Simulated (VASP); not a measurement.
# A VASP study of CaO (Lime) (r2SCAN + rVV10): structure first, properties next, part 4 of 6

What structure does CaO (Lime) take at this level, and what are its properties? The start is a cell from a database of measured crystal structures.

VASP 6.6.1; r2SCAN with rVV10; plane waves and PAW (Ca_sv, O).

So far, gap on the k-mesh (eV): step 2 (full relaxation (r2SCAN + rVV10)) 4.15; step 4 (single point with fields (r2SCAN + rVV10)) 4.15.

## (6) Density of states (r2SCAN + rVV10)

Here the states are counted by energy and projected on the atoms. The mesh is finer than in the run before.

The input, INCAR:

```
SYSTEM = CaO
PREC = Accurate
ENCUT = 520
EDIFF = 1E-06
NELM = 100
ISMEAR = -5
SIGMA = 0.05
LREAL = .FALSE.
ALGO = Normal
METAGGA = R2SCAN
LUSE_VDW = .TRUE.
IVDW_NL = 2
BPARAM = 11.95
CPARAM = 0.0093
LASPH = .TRUE.
NBANDS = 20
LORBIT = 11
LWAVE = .FALSE.
LCHARG = .FALSE.
KPAR = 2
NEDOS = 2001
```

The input, POSCAR:

```
CaO
1.0
    0.0000000000      2.3970185429      2.3970185429
    2.3970185429      0.0000000000      2.3970185429
    2.3970185429      2.3970185429      0.0000000000
Ca O
1 1
Direct
    0.0000000000      0.0000000000      0.0000000000
    0.5000000000      0.5000000000      0.5000000000
```

The input, KPOINTS:

```
Automatic mesh
0
Gamma
14 14 14
0 0 0
```

The projector-augmented-wave data sets are Ca_sv and O (PBE family, release 64).

Started as:

```bash
> mpirun -np 2 vasp_std
```

The program printed:

```text
[... set-up lines as in an earlier step ...]
 entering main loop
       N       E                     dE             d eps       ncg     rms          rms(c)
Total rVV10 correction in eV:      0.3658945    16.0032792
Total rVV10 correction in eV:      0.3658945    16.0032792
DAV:   1     0.123519725110E+03    0.12352E+03   -0.80130E+03  4160   0.841E+02
DAV:   2    -0.195306881842E+02   -0.14305E+03   -0.13232E+03  4576   0.253E+02
DAV:   3    -0.247263487963E+02   -0.51957E+01   -0.51347E+01  5572   0.484E+01
DAV:   4    -0.248449083099E+02   -0.11856E+00   -0.11848E+00  4904   0.656E+00
DAV:   5    -0.248471266426E+02   -0.22183E-02   -0.22183E-02  5220   0.841E-01    0.761E+00
Total rVV10 correction in eV:      0.3913503    16.0032788
Total rVV10 correction in eV:      0.3913503    16.0032788
DAV:   6    -0.189252381214E+02    0.59219E+01   -0.20399E+00  5616   0.173E+01    0.264E+00
Total rVV10 correction in eV:      0.4006370    16.0032789
Total rVV10 correction in eV:      0.4006370    16.0032789
DAV:   7    -0.190360631644E+02   -0.11083E+00   -0.30858E-01  4692   0.353E+00    0.185E+00
Total rVV10 correction in eV:      0.4182042    16.0032789
Total rVV10 correction in eV:      0.4182042    16.0032789
DAV:   8    -0.190512682067E+02   -0.15205E-01   -0.88895E-02  4404   0.283E+00    0.985E-01
Total rVV10 correction in eV:      0.4177091    16.0032789
Total rVV10 correction in eV:      0.4177091    16.0032789
DAV:   9    -0.190352362594E+02    0.16032E-01   -0.24876E-02  4716   0.163E+00    0.142E-01
Total rVV10 correction in eV:      0.4164719    16.0032789
Total rVV10 correction in eV:      0.4164719    16.0032789
DAV:  10    -0.190349701459E+02    0.26611E-03   -0.24715E-03  4740   0.397E-01    0.807E-02
Total rVV10 correction in eV:      0.4170478    16.0032789
Total rVV10 correction in eV:      0.4170478    16.0032789
DAV:  11    -0.190350127928E+02   -0.42647E-04   -0.27395E-04  4648   0.134E-01    0.273E-02
Total rVV10 correction in eV:      0.4173138    16.0032789
Total rVV10 correction in eV:      0.4173138    16.0032789
DAV:  12    -0.190349927952E+02    0.19998E-04   -0.24917E-05  5496   0.458E-02    0.608E-03
Total rVV10 correction in eV:      0.4173735    16.0032789
Total rVV10 correction in eV:      0.4173735    16.0032789
DAV:  13    -0.190349929382E+02   -0.14295E-06   -0.49805E-06  5016   0.157E-02
Total rVV10 correction in eV:      0.4173701    16.0032789
Total rVV10 correction in eV:      0.4173701    16.0032789
Total rVV10 correction in eV:      0.4173832    16.0032789
Total rVV10 correction in eV:      0.4173832    16.0032789
   1 F= -.19034993E+02 E0= -.19034993E+02  d E =0.000000E+00
```

It took 6.4 min on 2 MPI ranks of AMD EPYC 7R43, shared host; peak memory 0.54 GiB.

OUTCAR, selected parts (step 6):

```text
   k-points           NKPTS =    104   k-points in BZ     NKDIM =    104   number of bands    NBANDS=     20

   NELECT =      16.0000    total number of electrons

 E-fermi :   2.0437

 k-point     2 :       0.0714    0.0000    0.0000
  band No.  band energies     occupation
    ...
      4     -16.8351      2.00000
      5     -14.3545      2.00000
      6       1.8526      2.00000
      7       1.9670      2.00000
      8       1.9670      2.00000
      9       7.7107      0.00000
     10       8.8806      0.00000
     11       8.9969      0.00000
     12       8.9969      0.00000
     13      10.6628      0.00000
    ...

  Total        0.0003989      0.0003989      0.0003989      0.0000000      0.0000000     -0.0000000
  in kB        0.0232032      0.0232032      0.0232032      0.0000000      0.0000000     -0.0000000
  external PRESSURE =       0.0232032 kB  Pullay stress =       0.0000000 kB

 POSITION                                       TOTAL-FORCE (eV/Angst)
 -----------------------------------------------------------------------------------
      0.00000      0.00000      0.00000         0.000000      0.000000     -0.000000
      2.39702      2.39702      2.39702        -0.000000     -0.000000      0.000000
 -----------------------------------------------------------------------------------
    total drift:                                0.000000      0.000000      0.000000

  FREE ENERGIE OF THE ION-ELECTRON SYSTEM (eV)
  ---------------------------------------------------
  free  energy   TOTEN  =       -19.0349929382 eV

  energy  without entropy=      -19.0349929382  energy(sigma->0) =      -19.03499294

[... 9 parts as in an earlier step ...]

[... 7 further parts left out ...]
```

Numbers from this step:

```
irreducible k-points : 104
Fermi energy         : 2.044 eV
pressure             : 0.002320 GPa
```

The density of states has structure finer than the step of the table below, so its rows give means over 1 eV, whole bins alone (the curve runs from -11.9 to 12.0 eV). Peaks (eV: height): total -1.1: 9.07, 9.4: 4.76; O p -1.1: 5.30; Ca d -1.1: 0.575, 9.4: 3.48, 10.9: 1.71; Ca p -1.3: 0.0811, -1.1: 0.207, 8.3: 0.0525, 9.7: 0.0479; O s 8.1: 0.06, 9.4: 0.125.

States under -11.9 eV and over 12.0 eV are left out. Density of states against energy, zero at the valence-band top; means over each step; values in states/eV/cell:

| energy (eV) | total | O p | Ca d | Ca p | O s |
| --- | --- | --- | --- | --- | --- |
| -4 | 0 | 0 | 0 | 0 | 0 |
| -3 | 0.0305 | 0.0141 | 0.00133 | 1.1e-4 | 2.5e-5 |
| -2 | 1.51 | 0.769 | 0.0582 | 0.0278 | 0.00271 |
| -1 | 3.88 | 2.31 | 0.195 | 0.0943 | 0.00176 |
| 0 | 0.588 | 0.385 | 0.0126 | 0.0118 | 1.2e-4 |
| 1 | 0 | 0 | 0 | 0 | 0 |
| 2 | 0 | 0 | 0 | 0 | 0 |
| 3 | 0 | 0 | 0 | 0 | 0 |
| 4 | 0.0328 | 5.1e-4 | 0.0158 | 0 | 0 |
| 5 | 0.318 | 0.0124 | 0.155 | 4.4e-4 | 1.2e-4 |
| 6 | 0.731 | 0.0452 | 0.346 | 0.00362 | 0.00708 |
| 7 | 1.25 | 0.118 | 0.586 | 0.0122 | 0.0184 |
| 8 | 1.94 | 0.177 | 0.950 | 0.0367 | 0.0454 |
| 9 | 2.73 | 0.103 | 1.93 | 0.0246 | 0.0591 |
| 10 | 2.22 | 0.0936 | 1.72 | 0.0216 | 0.0200 |
| 11 | 1.50 | 0.175 | 1.12 | 0.0150 | 0.00229 |

The gap on this mesh is 4.15 eV. In the top eV of the valence band the largest shares in the PAW spheres are O p 62 %. The rest lies in smaller channels or between the spheres.

## (7) Volume scan with r2SCAN + rVV10

An equation of state needs energies on both sides of the minimum, all on one mesh and cutoff.

Changes to INCAR since step 6:

```diff
@@ -5,3 +5,3 @@
 NELM = 100
-ISMEAR = -5
+ISMEAR = 0
 SIGMA = 0.05
@@ -15,3 +15,3 @@
 LASPH = .TRUE.
-NBANDS = 20
+NBANDS = 14
 LORBIT = 11
@@ -20,2 +20,2 @@
 KPAR = 2
-NEDOS = 2001
+ISIF = 2
```

The input, POSCAR:

```
CaO
1.0
    0.0000000000      2.3480860670      2.3480860670
    2.3480860670      0.0000000000      2.3480860670
    2.3480860670      2.3480860670      0.0000000000
Ca O
1 1
Direct
    0.0000000000      0.0000000000      0.0000000000
    0.5000000000      0.5000000000      0.5000000000
```

The input, KPOINTS:

```
Automatic mesh
0
Gamma
10 10 10
0 0 0
```

Started as:

```bash
> mpirun -np 2 vasp_std
```

The program printed:

```text
[... set-up lines as in an earlier step ...]
 entering main loop
       N       E                     dE             d eps       ncg     rms          rms(c)
Total rVV10 correction in eV:      0.3542293    16.0032792
Total rVV10 correction in eV:      0.3542293    16.0032792
DAV:   1     0.121567057241E+03    0.12157E+03   -0.87465E+03  1324   0.121E+03
DAV:   2    -0.190179508124E+02   -0.14059E+03   -0.13186E+03  1650   0.319E+02
DAV:   3    -0.246470305440E+02   -0.56291E+01   -0.55862E+01  1540   0.670E+01
DAV:   4    -0.248455045885E+02   -0.19847E+00   -0.19822E+00  1878   0.106E+01
DAV:   5    -0.248473677603E+02   -0.18632E-02   -0.18616E-02  1536   0.116E+00    0.764E+00
Total rVV10 correction in eV:      0.3794631    16.0032792
Total rVV10 correction in eV:      0.3794631    16.0032792
DAV:   6    -0.188805941415E+02    0.59668E+01   -0.36040E+00  1670   0.248E+01    0.257E+00
Total rVV10 correction in eV:      0.3900878    16.0032792
Total rVV10 correction in eV:      0.3900878    16.0032792
DAV:   7    -0.189947781878E+02   -0.11418E+00   -0.56347E-01  1328   0.574E+00    0.194E+00
Total rVV10 correction in eV:      0.4032728    16.0032792
Total rVV10 correction in eV:      0.4032728    16.0032792
DAV:   8    -0.190255984975E+02   -0.30820E-01   -0.20891E-01  1352   0.512E+00    0.131E+00
Total rVV10 correction in eV:      0.4063706    16.0032792
Total rVV10 correction in eV:      0.4063706    16.0032792
DAV:   9    -0.189910215873E+02    0.34577E-01   -0.97379E-02  1444   0.328E+00    0.132E-01
Total rVV10 correction in eV:      0.4053441    16.0032792
Total rVV10 correction in eV:      0.4053441    16.0032792
DAV:  10    -0.189906488269E+02    0.37276E-03   -0.53664E-03  1456   0.722E-01    0.790E-02
Total rVV10 correction in eV:      0.4052247    16.0032792
Total rVV10 correction in eV:      0.4052247    16.0032792
DAV:  11    -0.189908457829E+02   -0.19696E-03   -0.95373E-04  1406   0.273E-01    0.633E-02
Total rVV10 correction in eV:      0.4057712    16.0032792
Total rVV10 correction in eV:      0.4057712    16.0032792
DAV:  12    -0.189907391068E+02    0.10668E-03   -0.29422E-04  1484   0.159E-01    0.991E-03
Total rVV10 correction in eV:      0.4057825    16.0032792
Total rVV10 correction in eV:      0.4057825    16.0032792
DAV:  13    -0.189907423122E+02   -0.32054E-05   -0.20458E-05  1584   0.452E-02    0.767E-03
Total rVV10 correction in eV:      0.4058011    16.0032792
Total rVV10 correction in eV:      0.4058011    16.0032792
DAV:  14    -0.189907429515E+02   -0.63935E-06   -0.27017E-07   716   0.543E-03
Total rVV10 correction in eV:      0.4057643    16.0032792
Total rVV10 correction in eV:      0.4057643    16.0032792
Total rVV10 correction in eV:      0.4057904    16.0032792
Total rVV10 correction in eV:      0.4057904    16.0032792
   1 F= -.18990743E+02 E0= -.18990743E+02  d E =-.401538E-12
```

The job ended after 2.4 min (2 MPI ranks; peak memory 0.47 GiB).

OUTCAR, selected parts (step 7):

```text
   ENCUT  =  520.0 eV  38.22 Ry    6.18 a.u.   6.17  6.17  6.17*2*pi/ulx,y,z

   NELECT =      16.0000    total number of electrons

 E-fermi :   2.6238

 k-point     1 :       0.0000    0.0000    0.0000
  band No.  band energies     occupation
    ...
      4     -16.1666      2.00000
      5     -14.2050      2.00000
      6       2.4049      2.00000
      7       2.4049      2.00000
      8       2.4049      2.00000
      9       8.3789      0.00000
     10       9.4159      0.00000
     11       9.4159      0.00000
     12       9.4159      0.00000
     13      11.1566      0.00000
    ...

  Total        1.3724638      1.3724638      1.3724638      0.0000000      0.0000000     -0.0000000
  in kB       84.9257604     84.9257604     84.9257604      0.0000000      0.0000000     -0.0000000
  external PRESSURE =      84.9257604 kB  Pullay stress =       0.0000000 kB

 POSITION                                       TOTAL-FORCE (eV/Angst)
 -----------------------------------------------------------------------------------
      0.00000      0.00000      0.00000         0.000000      0.000000      0.000000
      2.34809      2.34809      2.34809        -0.000000     -0.000000     -0.000000
 -----------------------------------------------------------------------------------
    total drift:                                0.000000      0.000000      0.000000

  FREE ENERGIE OF THE ION-ELECTRON SYSTEM (eV)
  ---------------------------------------------------
  free  energy   TOTEN  =       -18.9907429515 eV

  energy  without entropy=      -18.9907429515  energy(sigma->0) =      -18.99074295

[... 4 parts as in an earlier step ...]

[... 12 further parts left out ...]
```

The scan keeps the cell's shape and the fractional positions fixed.

This step gave:

```
SCF cycles                     : 14
bands                          : 14
irreducible k-points           : 47
free energy (TOTEN)            : -18.99 eV
Fermi energy                   : 2.624 eV
pressure                       : 8.493 GPa
gap on the k-mesh              : 4.121 eV
least direct gap on the k-mesh : 4.476 eV
```

The pressure here is 8.49 GPa.

## (8) Volume scan with r2SCAN + rVV10 (run 2)

INCAR is that of step 7.

The input, POSCAR:

```
CaO
1.0
    0.0000000000      2.3646224292      2.3646224292
    2.3646224292      0.0000000000      2.3646224292
    2.3646224292      2.3646224292      0.0000000000
Ca O
1 1
Direct
    0.0000000000      0.0000000000      0.0000000000
    0.5000000000      0.5000000000      0.5000000000
```

KPOINTS is that of step 7.

Started as:

```bash
> mpirun -np 2 vasp_std
```

The program printed:

```text
[... set-up lines as in an earlier step ...]
 entering main loop
       N       E                     dE             d eps       ncg     rms          rms(c)
Total rVV10 correction in eV:      0.3582380    16.0032792
Total rVV10 correction in eV:      0.3582380    16.0032792
DAV:   1     0.118772901462E+03    0.11877E+03   -0.86613E+03  1316   0.121E+03
DAV:   2    -0.191181437462E+02   -0.13789E+03   -0.12892E+03  1652   0.315E+02
DAV:   3    -0.246471421279E+02   -0.55290E+01   -0.54890E+01  1466   0.660E+01
DAV:   4    -0.248523585368E+02   -0.20522E+00   -0.20489E+00  1966   0.109E+01
DAV:   5    -0.248549687889E+02   -0.26103E-02   -0.26095E-02  1514   0.110E+00    0.763E+00
Total rVV10 correction in eV:      0.3835401    16.0032790
Total rVV10 correction in eV:      0.3835401    16.0032790
DAV:   6    -0.188995601295E+02    0.59554E+01   -0.36338E+00  1682   0.247E+01    0.259E+00
Total rVV10 correction in eV:      0.3939549    16.0032790
Total rVV10 correction in eV:      0.3939549    16.0032790
DAV:   7    -0.190185396721E+02   -0.11898E+00   -0.55738E-01  1328   0.566E+00    0.194E+00
Total rVV10 correction in eV:      0.4076441    16.0032790
Total rVV10 correction in eV:      0.4076441    16.0032790
DAV:   8    -0.190511383360E+02   -0.32599E-01   -0.21477E-01  1364   0.509E+00    0.135E+00
Total rVV10 correction in eV:      0.4103248    16.0032790
Total rVV10 correction in eV:      0.4103248    16.0032790
DAV:   9    -0.190157042708E+02    0.35434E-01   -0.99732E-02  1444   0.326E+00    0.127E-01
Total rVV10 correction in eV:      0.4093419    16.0032790
Total rVV10 correction in eV:      0.4093419    16.0032790
DAV:  10    -0.190153269028E+02    0.37737E-03   -0.53297E-03  1442   0.709E-01    0.794E-02
Total rVV10 correction in eV:      0.4092449    16.0032790
Total rVV10 correction in eV:      0.4092449    16.0032790
DAV:  11    -0.190155127509E+02   -0.18585E-03   -0.96958E-04  1406   0.270E-01    0.600E-02
Total rVV10 correction in eV:      0.4097453    16.0032790
Total rVV10 correction in eV:      0.4097453    16.0032790
DAV:  12    -0.190154163646E+02    0.96386E-04   -0.27650E-04  1496   0.151E-01    0.101E-02
Total rVV10 correction in eV:      0.4097660    16.0032790
Total rVV10 correction in eV:      0.4097660    16.0032790
DAV:  13    -0.190154199050E+02   -0.35404E-05   -0.19734E-05  1566   0.440E-02    0.822E-03
Total rVV10 correction in eV:      0.4097834    16.0032790
Total rVV10 correction in eV:      0.4097834    16.0032790
DAV:  14    -0.190154203222E+02   -0.41728E-06   -0.30204E-07   712   0.562E-03
Total rVV10 correction in eV:      0.4097454    16.0032790
Total rVV10 correction in eV:      0.4097454    16.0032790
Total rVV10 correction in eV:      0.4097735    16.0032790
Total rVV10 correction in eV:      0.4097735    16.0032790
   1 F= -.19015420E+02 E0= -.19015420E+02  d E =-.921477E-12
```

Elapsed: 2.9 min, on 2 MPI ranks; peak memory 0.47 GiB; 5.8 min of CPU time.

OUTCAR, selected parts (step 8):

```text
   ENCUT  =  520.0 eV  38.22 Ry    6.18 a.u.   6.22  6.22  6.22*2*pi/ulx,y,z

   NELECT =      16.0000    total number of electrons

 E-fermi :   2.4921

 k-point     1 :       0.0000    0.0000    0.0000
  band No.  band energies     occupation
    ...
      4     -16.3956      2.00000
      5     -14.2905      2.00000
      6       2.2780      2.00000
      7       2.2780      2.00000
      8       2.2780      2.00000
      9       8.0616      0.00000
     10       9.2405      0.00000
     11       9.2406      0.00000
     12       9.2406      0.00000
     13      10.9427      0.00000
    ...

  Total        0.8810699      0.8810699      0.8810699     -0.0000000     -0.0000000      0.0000000
  in kB       53.3833134     53.3833134     53.3833134     -0.0000000     -0.0000000      0.0000000
  external PRESSURE =      53.3833134 kB  Pullay stress =       0.0000000 kB

 POSITION                                       TOTAL-FORCE (eV/Angst)
 -----------------------------------------------------------------------------------
      0.00000      0.00000      0.00000        -0.000000      0.000000      0.000000
      2.36462      2.36462      2.36462         0.000000     -0.000000     -0.000000
 -----------------------------------------------------------------------------------
    total drift:                                0.000000      0.000000      0.000000

  FREE ENERGIE OF THE ION-ELECTRON SYSTEM (eV)
  ---------------------------------------------------
  free  energy   TOTEN  =       -19.0154203222 eV

  energy  without entropy=      -19.0154203222  energy(sigma->0) =      -19.01542032

[... 4 parts as in an earlier step ...]

[... 12 further parts left out ...]
```

This step gave:

```yaml
free_energy_toten: -19.02 eV
fermi_energy: 2.492 eV
pressure: 5.338 GPa
gap_on_the_k_mesh: 4.133 eV
least_direct_gap_on_the_k_mesh: 4.496 eV
```

The pressure falls from 8.49 to 5.34 GPa.

The run ends at a pressure of 5.34 GPa.

(Part 4 of 6 ends here.)

[Lines on the potential files, build, host, timing and source positions are cut from VASP's logs without a mark.]

[Logs are printed without paths, hosts, clocks, repeated set-up lines and the standing remarks that a program may print on its own settings, such as how far it seeks lower states.]

[Hosts, paths, dates, database ids (printed as entryN), source tags and the programs' standing remarks are cut or masked in the printed files.]

[A measured line is paired with the nearest computed mode of its activity, which favours agreement.]
